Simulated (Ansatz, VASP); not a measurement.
# Cross-check of CsCaH3 between VASP and Ansatz, part 2 of 3

Aim: how closely do two programs agree when they are given the same cell, functional and k mesh? The cell is taken from a series of runs on this material, whose earlier steps may have relaxed, scaled, displaced or heated it; both programs get it as it stands.

VASP 6.6.1 and Ansatz 0.2.0.

So far: Starting point; VASP: zone-centre phonons, LDA.

**2. VASP: zone-centre phonons, LDA (continued)**

Level of this step: LDA; plane waves and PAW (Cs_sv, Ca_sv, H) (VASP).

Parts of OUTCAR (step 2):

```text
ion  position               nearest neighbor table
   1  0.000  0.000  0.000-
   2  0.500  0.500  0.500-
   3  0.500  0.000  0.500-
   4  0.000  0.500  0.500-
   5  0.500  0.500  0.000-

  LATTYP: Found a simple cubic cell.
 ALAT       =     4.4656596289

 Subroutine GETGRP returns: Found 48 space group operations
 (whereof 48 operations were pure point group operations)

The static configuration has the point symmetry O_h .

 Found     10 irreducible k-points:

   k-points           NKPTS =     10   k-points in BZ     NKDIM =     10   number of bands    NBANDS=     17

   dimension x,y,z NGX =    36 NGY =   36 NGZ =   36
   dimension x,y,z NGXF=    72 NGYF=   72 NGZF=   72

   ENCUT  =  500.0 eV  36.75 Ry    6.06 a.u.   8.14  8.14  8.14*2*pi/ulx,y,z

   NELECT =      22.0000    total number of electrons

 k-points in reciprocal lattice and weights: Automatic mesh
   0.00000000  0.00000000  0.00000000       0.016
   0.25000000  0.00000000  0.00000000       0.094
   0.50000000  0.00000000  0.00000000       0.047
   0.25000000  0.25000000  0.00000000       0.188
   0.50000000  0.25000000  0.00000000       0.188
   0.50000000  0.50000000  0.00000000       0.047
   0.25000000  0.25000000  0.25000000       0.125
   0.50000000  0.25000000  0.25000000       0.188
   0.50000000  0.50000000  0.25000000       0.094
   0.50000000  0.50000000  0.50000000       0.016

 average (electrostatic) potential at core
       1 -48.5725       2 -47.2779       3 -32.7549       4 -32.7549       5 -32.7549

  Total        0.0693550      0.0693550      0.0693550     -0.0000000     -0.0000000      0.0000000
  in kB        1.2477610      1.2477610      1.2477610     -0.0000000     -0.0000000      0.0000000
  external PRESSURE =       1.2477610 kB  Pullay stress =       0.0000000 kB

  energy-cutoff  :      500.00
  volume of cell :       89.05
      direct lattice vectors                 reciprocal lattice vectors
     4.465659629  0.000000000  0.000000000     0.223931084  0.000000000  0.000000000
     0.000000000  4.465659629  0.000000000     0.000000000  0.223931084  0.000000000
     0.000000000  0.000000000  4.465659629     0.000000000  0.000000000  0.223931084

 POSITION                                       TOTAL-FORCE (eV/Angst)
 -----------------------------------------------------------------------------------
      0.00000      0.00000      0.00000         0.000000      0.000000      0.000000
      2.23283      2.23283      2.23283         0.000000      0.000000      0.000000
      2.23283      0.00000      2.23283         0.000000      0.000000      0.000000
      0.00000      2.23283      2.23283         0.000000      0.000000      0.000000
      2.23283      2.23283      0.00000         0.000000      0.000000      0.000000
 -----------------------------------------------------------------------------------
    total drift:                                0.000000      0.000000      0.000000

 MACROSCOPIC STATIC DIELECTRIC TENSOR (including local field effects in DFT)
 ------------------------------------------------------
           3.901920     0.000000    -0.000000
[...]
2     0.00000    -0.96928     0.00000
    3    -0.00000     0.00000    -0.96928
 ion    5
    1    -0.96928     0.00000     0.00000
    2    -0.00000    -0.96928    -0.00000
    3     0.00000    -0.00000    -1.09373

 Eigenvectors and eigenvalues of the dynamical matrix
 ----------------------------------------------------

   1 f  =   33.702276 THz   211.757645 2PiTHz 1124.186917 cm-1   139.381351 meV
             X         Y         Z           dx          dy          dz
      0.000000  0.000000  0.000000    -0.004819    0.000126   -0.000000
      2.232830  2.232830  2.232830    -0.131585    0.003450    0.000000
      2.232830  0.000000  2.232830    -0.050400   -0.025915   -0.000000
      0.000000  2.232830  2.232830     0.988380    0.001321    0.000000
      2.232830  2.232830  0.000000    -0.050400    0.001321    0.000000

   2 f  =   33.702276 THz   211.757645 2PiTHz 1124.186917 cm-1   139.381351 meV
             X         Y         Z           dx          dy          dz
      0.000000  0.000000  0.000000    -0.000126   -0.004819    0.000000
      2.232830  2.232830  2.232830    -0.003450   -0.131585    0.000000
      2.232830  0.000000  2.232830    -0.001321    0.988380    0.000000
      0.000000  2.232830  2.232830     0.025915   -0.050400    0.000000
      2.232830  2.232830  0.000000    -0.001321   -0.050400    0.000000

   3 f  =   33.702276 THz   211.757645 2PiTHz 1124.186917 cm-1   139.381351 meV
             X         Y         Z           dx          dy          dz
      0.000000  0.000000  0.000000    -0.000000   -0.000000   -0.004820
      2.232830  2.232830  2.232830     0.000000    0.000000   -0.131630
      2.232830  0.000000  2.232830     0.000000   -0.000000   -0.050417
      0.000000  2.232830  2.232830    -0.000000    0.000000   -0.050417
      2.232830  2.232830  0.000000     0.000000    0.000000    0.988720

   4 f  =   13.856316 THz    87.061799 2PiTHz  462.196942 cm-1    57.305092 meV
             X         Y         Z           dx          dy          dz
      0.000000  0.000000  0.000000    -0.038902    0.024776   -0.004350
      2.232830  2.232830  2.232830    -0.121497    0.077377   -0.013585
      2.232830  0.000000  2.232830     0.586093   -0.027645    0.065535
      0.000000  2.232830  2.232830     0.043408   -0.373263    0.065535
      2.232830  2.232830  0.000000     0.586093   -0.373263    0.004854

   5 f  =   13.856316 THz    87.061799 2PiTHz  462.196942 cm-1    57.305092 meV
             X         Y         Z           dx          dy          dz
      0.000000  0.000000  0.000000    -0.009079   -0.006358    0.044981
      2.232830  2.232830  2.232830    -0.028354   -0.019857    0.140481
      2.232830  0.000000  2.232830     0.136780    0.007095   -0.677672
      0.000000  2.232830  2.232830     0.010130    0.095789   -0.677672
      2.232830  2.232830  0.000000     0.136780    0.095789   -0.050191

   6 f  =   13.856316 THz    87.061799 2PiTHz  462.196942 cm-1    57.305092 meV
             X         Y         Z           dx          dy          dz
      0.000000  0.000000  0.000000    -0.023459   -0.038625   -0.010195
      2.232830  2.232830  2.232830    -0.073265   -0.120630   -0.031839
      2.232830  0.000000  2.232830     0.353428    0.043099    0.153589
      0.000000  2.232830  2.232830     0.026176    0.581914    0.153589
      2.232830  2.232830  0.000000     0.353428    0.581914    0.011375

   7 f  =   13.003700 THz    81.704660 2PiTHz  433.756758 cm-1    53.778960 meV
             X         Y         Z           dx          dy          dz
      0.000000  0.000000  0.000000     0.000000    0.000000   -0.000000
      2.232830  2.232830  2.232830     0.000000    0.000000    0.000000
      2.232830  0.000000  2.232830     0.092263    0.000000    0.179069
      0.000000  2.232830  2.232830    -0.000000    0.677807   -0.179069
      2.232830  2.232830  0.000000    -0.092263   -0.677807   -0.000000

   8 f  =   13.003700 THz    81.704660 2PiTHz  433.756758 cm-1    53.778960 meV
             X         Y         Z           dx          dy          dz
      0.000000  0.000000  0.000000     0.000000   -0.000000   -0.000000
      2.232830  2.232830  2.232830    -0.000000    0.000000   -0.000000
      2.232830  0.000000  2.232830     0.688831   -0.000000    0.103988
      0.000000  2.232830  2.232830    -0.000000   -0.121236   -0.103988
      2.232830  2.232830  0.000000    -0.688831    0.121236   -0.000000

   9 f  =   13.003700 THz    81.704660 2PiTHz  433.756758 cm-1    53.778960 meV
             X         Y         Z           dx          dy          dz
      0.000000  0.000000  0.000000     0.000000    0.000000    0.000000
      2.232830  2.232830  2.232830     0.000000    0.000000    0.000000
      2.232830  0.000000  2.232830     0.130381   -0.000000   -0.676107
      0.000000  2.232830  2.232830    -0.000000    0.160872    0.676107
      2.232830  2.232830  0.000000    -0.130381   -0.160872   -0.000000

  10 f  =    3.541467 THz    22.251696 2PiTHz  118.130638 cm-1    14.646326 meV
             X         Y         Z           dx          dy          dz
      0.000000  0.000000  0.000000     0.457280   -0.183881    0.000487
      2.232830  2.232830  2.232830    -0.794750    0.319585   -0.000847
      2.232830  0.000000  2.232830    -0.063126    0.044239   -0.000067
      0.000000  2.232830  2.232830    -0.110015    0.025384   -0.000067
      2.232830  2.232830  0.000000    -0.063126    0.025384   -0.000117

  11 f  =    3.541467 THz    22.251696 2PiTHz  118.130638 cm-1    14.646326 meV
             X         Y         Z           dx          dy          dz
      0.000000  0.000000  0.000000    -0.183881   -0.457280   -0.000370
      2.232830  2.232830  2.232830     0.319585    0.794751    0.000642
      2.232830  0.000000  2.232830     0.025384    0.110015    0.000051
      0.000000  2.232830  2.232830     0.044239    0.063126    0.000051
      2.232830  2.232830  0.000000     0.025384    0.063126    0.000089

  12 f  =    3.541467 THz    22.251696 2PiTHz  118.130638 cm-1    14.646326 meV
             X         Y         Z           dx          dy          dz
      0.000000  0.000000  0.000000     0.000590    0.000161   -0.492866
      2.232830  2.232830  2.232830    -0.001025   -0.000280    0.856599
      2.232830  0.000000  2.232830    -0.000081   -0.000039    0.068038
      0.000000  2.232830  2.232830    -0.000142   -0.000022    0.068038
      2.232830  2.232830  0.000000    -0.000081   -0.000022    0.118577

  13 f/i=    0.003774 THz     0.023713 2PiTHz    0.125888 cm-1     0.015608 meV
             X         Y         Z           dx          dy          dz
      0.000000  0.000000  0.000000     0.656827   -0.568763   -0.000344
      2.232830  2.232830  2.232830     0.360951   -0.312556   -0.000189
      2.232830  0.000000  2.232830     0.057097   -0.049427   -0.000030
      0.000000  2.232830  2.232830     0.057079   -0.049442   -0.000030
      2.232830  2.232830  0.000000     0.057097   -0.049442   -0.000030

  14 f/i=    0.003774 THz     0.023713 2PiTHz    0.125888 cm-1     0.015608 meV
             X         Y         Z           dx          dy          dz
      0.000000  0.000000  0.000000    -0.568730   -0.656794    0.009028
      2.232830  2.232830  2.232830    -0.312538   -0.360932    0.004961
      2.232830  0.000000  2.232830    -0.049439   -0.057077    0.000785
      0.000000  2.232830  2.232830    -0.049424   -0.057094    0.000785
      2.232830  2.232830  0.000000    -0.049439   -0.057094    0.000785

  15 f/i=    0.003774 THz     0.023713 2PiTHz    0.125888 cm-1     0.015608 meV
             X         Y         Z           dx          dy          dz
      0.000000  0.000000  0.000000     0.006170    0.006600    0.868810
      2.232830  2.232830  2.232830     0.003391    0.003627    0.477443
      2.232830  0.000000  2.232830     0.000536    0.000574    0.075525
      0.000000  2.232830  2.232830     0.000536    0.000574    0.075525
      2.232830  2.232830  0.000000     0.000536    0.000574    0.075501

 MACROSCOPIC STATIC DIELECTRIC TENSOR IONIC CONTRIBUTION
 ------------------------------------------------------
           6.031718     0.000000     0.000000
           0.000000     6.031718     0.000000
           0.000000     0.000000     6.031718
 ------------------------------------------------------

 ELASTIC MODULI CONTR FROM IONIC RELAXATION (kBar)
 Direction    XX          YY          ZZ          XY          YZ          ZX
 --------------------------------------------------------------------------------
 XX           0.0000      0.0000      0.0000      0.0000      0.0000      0.0000
 YY           0.0000      0.0000      0.0000      0.0000      0.0000      0.0000
 ZZ           0.0000      0.0000      0.0000      0.0000      0.0000      0.0000
 XY           0.0000      0.0000      0.0000      0.0000      0.0000      0.0000
 YZ           0.0000      0.0000      0.0000      0.0000      0.0000      0.0000
 ZX           0.0000      0.0000      0.0000      0.0000      0.0000      0.0000
 --------------------------------------------------------------------------------

 PIEZOELECTRIC TENSOR IONIC CONTR  for field in x, y, z        (C/m^2)
          XX          YY          ZZ          XY          YZ          ZX
  --------------------------------------------------------------------------------
  x     0.00000     0.00000     0.00000     0.00000     0.00000     0.00000
  y     0.00000     0.00000     0.00000     0.00000     0.00000     0.00000
  z     0.00000     0.00000     0.00000     0.00000     0.00000     0.00000
```

[end of part 2 of 3]

[Lines on the potential files, build, host, timing and source positions are cut from VASP's logs without a mark.]

[Logs are printed without paths, hosts, clocks, repeated set-up lines and the standing remarks that a program may print on its own settings, such as how far it seeks lower states.]

[Hosts, paths, dates, database ids (printed as entryN), source tags and the programs' standing remarks are cut or masked in the printed files.]
